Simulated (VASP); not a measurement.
BiSbS4:

```
Sb Bi S
1.0
     3.77573    0.00635    0.06188
    -3.76472    6.43482   -0.07577
     0.21166   -0.02744   12.63024
Sb Bi S
2 2 8
Direct
  0.00317 0.99429 0.50333
  0.01685 0.51179 0.49872
  0.99492 0.00927 0.99908
  0.01915 0.51580 0.00112
  0.68752 0.17204 0.62515
  0.64995 0.65558 0.61550
  0.64640 0.15895 0.12868
  0.63720 0.64860 0.12872
  0.34867 0.33372 0.87030
  0.32327 0.82773 0.86725
  0.32915 0.32758 0.38705
  0.32646 0.82797 0.38629
```

The cell was built by a generator and needn't be a form met in nature.

| Property | Result |
| --- | --- |
| Program | VASP 6.6.1 |
| Task | relaxation of cell and atoms |
| Functional | PBE |
| Potentials or basis | VASP PAW PBE potentials, release 64 (Sb, Bi_d, S) |
| Cutoff | 520 eV |
| k mesh | 7 × 7 × 2 |
| Occupations | gaussian, width 0.15 eV |
| Spin | no spin polarisation |

At the start: pressure 3.6 GPa; volume 25.59 Å³/atom.

**Question.** How do energy, volume and symmetry change on relaxing?

**Answer.** Over 21 steps the energy falls by 37.4 meV/atom and the volume is 26.93 Å³/atom (+5.2 %); space group P1 (No. 1, to 0.05 Å).

Step by step:
| step | energy change (eV) | largest force (eV/Å) | pressure (GPa) | volume (Å³) |
| --- | --- | --- | --- | --- |
| 1 | 0.0000 | 1.3688 | 3.55 | 307.08 |
| 2 | -0.2645 | 0.5903 | -2.24 | 332.96 |
| 3 | -0.3390 | 0.4563 | -0.64 | 324.16 |
| 4 | -0.3933 | 0.3249 | -0.10 | 321.57 |
| 5 | -0.4029 | 0.3569 | 0.27 | 319.91 |
| 6 | -0.4291 | 0.2379 | 0.10 | 320.85 |
| 7 | -0.4383 | 0.1667 | -0.05 | 321.63 |
| 8 | -0.4387 | 0.1714 | -0.08 | 321.81 |
| 9 | -0.4439 | 0.0505 | 0.02 | 321.27 |
| 10 | -0.4439 | 0.0547 | 0.02 | 321.22 |
| 11 | -0.4438 | 0.0699 | 0.03 | 321.12 |
| 12 | -0.4439 | 0.0577 | 0.05 | 321.20 |
| 13 | -0.4452 | 0.0629 | -0.03 | 321.60 |
| 14 | -0.4454 | 0.0681 | -0.08 | 321.80 |
| 15 | -0.4464 | 0.0353 | 0.03 | 321.36 |
| 16 | -0.4465 | 0.0398 | 0.07 | 321.19 |
| 17 | -0.4472 | 0.0353 | 0.07 | 321.61 |
| 18 | -0.4476 | 0.0546 | 0.01 | 322.23 |
| 19 | -0.4483 | 0.0405 | 0.00 | 322.64 |
| 20 | -0.4486 | 0.0339 | -0.04 | 323.18 |
| 21 | -0.4490 | 0.0278 | 0.01 | 323.12 |

Final structure:
```cif
data_structure
_symmetry_space_group_name_H-M 'P 1'
_symmetry_Int_Tables_number 1
_cell_length_a 3.8263
_cell_length_b 7.6239
_cell_length_c 12.8184
_cell_angle_alpha 90.276
_cell_angle_beta 89.135
_cell_angle_gamma 120.206
_cell_volume 323.12
loop_
_atom_site_label
_atom_site_type_symbol
_atom_site_fract_x
_atom_site_fract_y
_atom_site_fract_z
_atom_site_occupancy
Sb1 Sb 0.00196 0.99823 0.50272 1
Sb2 Sb 0.00171 0.49797 0.50238 1
Bi1 Bi 0.99508 0.99967 0.99924 1
Bi2 Bi 0.99698 0.49956 0.99951 1
S1 S 0.66398 0.16538 0.62089 1
S2 S 0.65897 0.66153 0.62031 1
S3 S 0.65357 0.16412 0.12759 1
S4 S 0.65591 0.66554 0.12747 1
S5 S 0.33657 0.33376 0.87112 1
S6 S 0.33512 0.83335 0.87105 1
S7 S 0.34086 0.33170 0.38437 1
S8 S 0.34199 0.83252 0.38453 1
```
